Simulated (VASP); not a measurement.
All values below come from PBE GGA, VASP's PBE PAW potentials (set 64) (plane waves; VASP).

Input for VASP

### POSCAR
```
Ho
1
    1.8258000000    -3.1623780000     0.0000000000
    1.8258000000     3.1623780000     0.0000000000
    0.0000000000     0.0000000000     5.7324000000
Ho
2
Direct
  0.3333330000   0.6666670000   0.2500000000
  0.6666670000   0.3333330000   0.7500000000
```

**INCAR**
```
# general
SYSTEM   =  Ho
PREC     =  Accurate
ENCUT    =  400
LREAL    =  .FALSE.
LASPH    =  .TRUE.

# electronic loop
EDIFF    =  1E-6
NELM     =  100
ALGO     =  Normal
IMIX     =  4
AMIX     =  0.05
BMIX     =  0.0001
LMAXMIX  =  6

# smearing
ISMEAR   =  1
SIGMA    =  0.1

# functional
GGA      =  PE

# ions
ISIF     =  2

# output
LWAVE    =  .FALSE.
LCHARG   =  .FALSE.
```

**KPOINTS**
```
Automatic
0
gamma
10 10 6
```

POTCAR, in this order: Ho_3 (PBE.64 set). Program: vasp_std.

### Question
What will the output report for the number of irreducible k-points (NKPTS), number of bands (NBANDS), largest plane-wave count, number of space-group operations, FFT grid (NGX, NGY, NGZ)?

### Answer

| Property | Result |
|---|---|
| number of irreducible k-points (NKPTS) | 56 |
| number of bands (NBANDS) | 13 |
| largest plane-wave count | 1220 |
| number of space-group operations | 24 |
| FFT grid (NGX, NGY, NGZ) | 24 × 24 × 40 |

The compound is Ho in the hcp structure. The cell was not relaxed at this level. The run is one of a series of settings (AMIX = 0.05, BMIX = 0.0001, IMIX = 4 against the base run), some of them coarse on purpose. The 4f electrons are frozen in the core of the lanthanide potential, so 4f levels, which can set the real gap, and their magnetism are missing.
